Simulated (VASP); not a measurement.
**HfN: energy against volume**

HfN (rock salt, Fm-3m, 11.107 Å³/atom and stress up to 0.10 GPa in the relaxed cell, cube axes along x, y and z) under an equal strain ε along all three axes. LDA in VASP (plane waves, PAW), 600 eV, 18×18×18 Γ-centred mesh, Methfessel-Paxton smearing 0.10 eV; ions are relaxed, or left where forces stay under 0.02 eV/Å, within the symmetry of each cell.

Here V stands for volume and E for E less E0.

```
volume (Å³/atom)  E less E0 (meV/atom)  pressure (GPa)
----------------  --------------------  --------------
10.4535                          41.44           21.19
10.6143                          22.98           15.32
10.7767                          10.09            9.82
10.9408                           2.52            4.69
11.1066                           0.00           -0.10
11.2741                           2.29           -4.56
11.4432                           9.16           -8.73
11.6139                          20.38          -12.60
11.7864                          35.73          -16.20
12.1365                              ?               ?
```

Taking the third-order Birch-Murnaghan form, a cubic in V^(-2/3) for E over the 9 complete rows: With u = V^(-2/3) - 0.201, the rows have u = 0.008167, 0.006049, 0.003963, 0.001909, -0.000116, -0.002110, -0.004075, -0.006009, -0.007916. Least squares gives E = 0.012 + 174.70·u + 595871·u² + 474605·u³. Residuals (row less fit): -0.002, 0.003, -0.002, 0.000, 0.000, -0.002, -0.003, 0.005, -0.003; standard error 0.004 (degrees of freedom: 5). Its minimum lies at u = -0.000147, so V0 = (0.200853)^(-3/2) = 11.11. There d²E/du² = 1191000 and d³E/du³ = 2848000, so B0 = (4/9) × 11.11^(-7/3) × 1191000 × 0.160218 = 308 GPa (the last factor turns the table's units into GPa), and B0' = 4 + (2/3) × 0.200853 × (2848000)/1191000 = 4.3. B0' rests on the cubic coefficient alone and has a standard error of 0.1 from these residuals.

Q: Predict the withheld E at V = 12.1365 from the fit, and compare with the calculation.

A: u = -0.011648, so E = 0.012 + 174.70 × (-0.011648) + 595871 × (-0.011648)² + 474605 × (-0.011648)³ = 78.072 meV/atom. The calculation gives 78.04 meV/atom, 0.032 meV/atom below the prediction (0.0 % of the range of E in the table). The row lies outside the fitted rows, so this is an extrapolation. The scatter of the fitted rows lies at the last printed digit.

In a metal these values are sensitive to mesh and smearing; energies are taken to zero smearing, stresses follow the free energy. Other structures, which can take over under pressure, weren't tried. The same form fitted to the pressure column gives B0' = 4.3; series where the two differ by over 0.4 aren't shown. For HfN: the electron count is odd and the run is not spin-polarised, which forces a metal. Rows are the converged runs of the series near zero and its far end, less any whose ions stayed unrelaxed beside relaxed ones; series whose fitted rows scatter by over a few per cent of the range, as at a crossing or softening among them, aren't shown in this form.
